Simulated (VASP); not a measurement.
Here is the system:

```
CELL_PARAMETERS angstrom
      0.00000     3.55524     3.55524
      3.55524     0.00000     3.55524
      3.55524     3.55524     0.00000
ATOMIC_POSITIONS crystal
  Na 0.25000 0.25000 0.25000
  Na 0.75000 0.75000 0.75000
  Te 0.00000 0.00000 0.00000
```

Level of theory: LDA (Ceperley-Alder, Perdew-Zunger), VASP's LDA PAW potentials (set 64) (plane waves; VASP 6.6.1). Settings: 400 eV cut-off, 6×6×6 Γ-centred mesh, tetrahedra with Blöchl corrections, potentials Na_pv Te.

Unless said otherwise, spin-orbit coupling is left out, though it shifts the bands of the heavy elements here.

Predict the energy per atom (σ→0), band gap (on the k-mesh) with the smallest direct gap where there is one.

```yaml
band gap (on the k-mesh): 2.07 eV
smallest direct gap (on the k-mesh): 2.07 eV
energy per atom (σ→0): -3.164 eV/atom
```

Only differences to runs with the same potentials and settings are physical.

The structure comes from a computed database's Na2Te entry (Fm-3m); how it stands against other phases isn't given here. It was relaxed first, which changed the volume by -6 %.
